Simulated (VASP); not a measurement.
Computed with PBEsol GGA, VASP's PBE PAW potentials (set 64) (plane waves; VASP).

A VASP calculation is set up with these files.

INCAR:
```
! general
SYSTEM  = KNa3Br4
PREC    = Accurate
ENCUT   = 400   ! plane-wave cut-off (eV)
LREAL   = .FALSE.   ! projection in real space or not
LASPH   = .TRUE.

! electronic loop
EDIFF   = 1E-7   ! SCF stop (eV)
NELM    = 100   ! most electronic steps
ALGO    = Normal   ! blocked Davidson
LMAXMIX = 4   ! l cut-off of mixed one-centre charges

! smearing
ISMEAR  = -5

! functional
GGA     = PS   ! PBEsol

! ions
ISIF    = 2   ! forces and stress, cell fixed

! output
LWAVE   = .FALSE.
LCHARG  = .TRUE.
LORBIT  = 11
NEDOS   = 601   ! DOS grid

! other
LEFG    = .TRUE.
```

KPOINTS:
```
Automatic mesh
0
Gamma
7 7 2
0 0 0
```

### POSCAR
```
KNa3Br4
1
    0.0000000000     3.0267528145     3.0267528145
    3.0267528145     0.0000000000     3.0267528145
   12.1821662598    12.1821662598    -0.0751550018
Na Br K
3 4 1
Direct
  0.9837200426   0.9837200426   0.0122099681
  0.0000000000   0.0000000000   0.2500000000
  0.0162799574   0.0162799574   0.4877900319
  0.4921417178   0.4921417178   0.1308937116
  0.5078582822   0.5078582822   0.3691062884
  0.5261649442   0.5261649442   0.6053762918
  0.4738350558   0.4738350558   0.8946237082
  0.0000000000   0.0000000000   0.7500000000
```

POTCAR, in this order: Na_pv Br K_sv (PBE.64 set). Program: vasp_std.

The run wrote:

### OSZICAR
```
       N       E                     dE             d eps       ncg     rms          rms(c)
DAV:   1     0.502954163961E+03    0.50295E+03   -0.23065E+04  2216   0.138E+03
DAV:   2     0.254887211436E+02   -0.47747E+03   -0.46956E+03  2656   0.379E+02
DAV:   3    -0.241968653482E+02   -0.49686E+02   -0.49569E+02  2846   0.130E+02
DAV:   4    -0.259251797002E+02   -0.17283E+01   -0.17242E+01  2912   0.270E+01
DAV:   5    -0.260124579652E+02   -0.87278E-01   -0.87233E-01  4064   0.395E+00    0.462E+00
DAV:   6    -0.255423908320E+02    0.47007E+00   -0.93263E-01  2560   0.432E+00    0.319E+00
DAV:   7    -0.254957173573E+02    0.46673E-01   -0.48579E-01  3358   0.300E+00    0.143E+00
DAV:   8    -0.255048634172E+02   -0.91461E-02   -0.45029E-02  2608   0.123E+00    0.246E-01
DAV:   9    -0.255050440999E+02   -0.18068E-03   -0.21388E-03  3208   0.246E-01    0.106E-01
DAV:  10    -0.255057629259E+02   -0.71883E-03   -0.88299E-04  2910   0.194E-01    0.317E-02
DAV:  11    -0.255057859374E+02   -0.23012E-04   -0.59739E-05  2968   0.514E-02    0.145E-02
DAV:  12    -0.255057922074E+02   -0.62699E-05   -0.19030E-05  2792   0.264E-02    0.386E-03
DAV:  13    -0.255057937913E+02   -0.15839E-05   -0.48510E-06  2978   0.122E-02    0.286E-03
DAV:  14    -0.255057938559E+02   -0.64586E-07   -0.44119E-07  2584   0.418E-03
   1 F= -.25505794E+02 E0= -.25505794E+02  d E =0.000000E+00
```

File OUTCAR:
```
------------------------ aborting loop because EDIFF is reached ----------------------------------------
  FORCE on cell =-STRESS in cart. coord.  units (eV):
  Direction    XX          YY          ZZ          XY          YZ          ZX
  --------------------------------------------------------------------------------------
  Total        0.0069157      0.0069157      0.0069157     -0.0081282      0.0081282      0.0081282
  in kB        0.0494884      0.0494884      0.0494884     -0.0581647      0.0581647      0.0581647
  external PRESSURE =       0.0494884 kB  Pullay stress =       0.0000000 kB
  volume of cell :      223.90
      direct lattice vectors                 reciprocal lattice vectors
     0.000000000  3.026752814  3.026752814    -0.164685542  0.165701530  0.164685542
     3.026752814  0.000000000  3.026752814     0.165701530 -0.164685542  0.164685542
    12.182166260 12.182166260 -0.075155002     0.040917388  0.040917388 -0.040917388
 POSITION                                       TOTAL-FORCE (eV/Angst)
 -----------------------------------------------------------------------------------
      3.12622      3.12622      5.95404         0.003893      0.003893     -0.003893
      3.04554      3.04554     -0.01879         0.000000      0.000000     -0.000000
      5.99161      5.99161      0.06189        -0.003893     -0.003893      0.003893
      3.08416      3.08416      2.96935         0.006582      0.006582     -0.006582
      6.03368      6.03368      3.04658        -0.006582     -0.006582      0.006582
      8.96737      8.96737      3.13965        -0.000851     -0.000851      0.000851
     12.33264     12.33264      2.80113         0.000851      0.000851     -0.000851
      9.13662      9.13662     -0.05637         0.000000     -0.000000     -0.000000
 -----------------------------------------------------------------------------------
    total drift:                               -0.000000      0.000000      0.000000
  FREE ENERGIE OF THE ION-ELECTRON SYSTEM (eV)
  ---------------------------------------------------
  free  energy   TOTEN  =       -25.5057938559 eV

  energy  without entropy=      -25.5057938559  energy(sigma->0) =      -25.50579386

 total charge

# of ion       s       p       d       tot
------------------------------------------
    1        0.043   5.978   0.000   6.021
    2        0.043   5.978   0.000   6.020
    3        0.043   5.978   0.000   6.021
    4        1.592   3.288   0.002   4.882
    5        1.592   3.288   0.002   4.882
    6        1.592   3.292   0.002   4.887
    7        1.592   3.292   0.002   4.887
    8        1.959   5.569   0.032   7.560
--------------------------------------------------
tot          8.457  36.664   0.040  45.161
```
(Selected blocks of OUTCAR.)

OUTCAR:
```
 val. band max:       -0.9172650132   @ k =   0.0000   0.0000   0.0000

 cond. band min:       3.1658370191   @ k =   0.0000   0.0000   0.0000


 Fermi energy:        -0.8985762367

 k-point     1 :       0.0000    0.0000    0.0000
  band No.  band energies     occupation
      1     -28.6550      2.00000
      2     -22.2814      2.00000
      3     -22.2667      2.00000
      4     -22.2667      2.00000
      5     -22.2639      2.00000
      6     -22.2619      2.00000
      7     -22.2513      2.00000
      8     -22.2513      2.00000
      9     -22.2512      2.00000
     10     -22.2512      2.00000
     11     -13.7567      2.00000
     12     -13.6855      2.00000
     13     -13.5201      2.00000
     14     -13.4514      2.00000
     15     -12.1982      2.00000
     16     -12.1982      2.00000
     17     -11.9950      2.00000
     18      -2.8809      2.00000
     19      -2.1961      2.00000
     20      -1.9468      2.00000
     21      -1.2588      2.00000
     22      -1.2588      2.00000
     23      -1.1140      2.00000
     24      -1.1140      2.00000
     25      -1.1007      2.00000
     26      -1.1007      2.00000
     27      -0.9426      2.00000
     28      -0.9426      2.00000
     29      -0.9173      2.00000
     30       3.1658      0.00000
     31       4.6080      0.00000
     32       4.6392      0.00000
     33       5.1839      0.00000
     34       5.9443      0.00000

 k-point     2 :       0.1429    0.0000   -0.0000
  band No.  band energies     occupation
      1     -28.6528      2.00000
      2     -22.2805      2.00000
      3     -22.2691      2.00000
      4     -22.2671      2.00000
      5     -22.2628      2.00000
      6     -22.2616      2.00000
      7     -22.2532      2.00000
      8     -22.2531      2.00000
      9     -22.2516      2.00000
     10     -22.2516      2.00000
     11     -13.7145      2.00000
     12     -13.6408      2.00000
     13     -13.5277      2.00000
     14     -13.4276      2.00000
...
```

The structure was generated: KNa3Br4 was put into an ordered model structure (R-3m), which need not be its known phase. It was relaxed first.
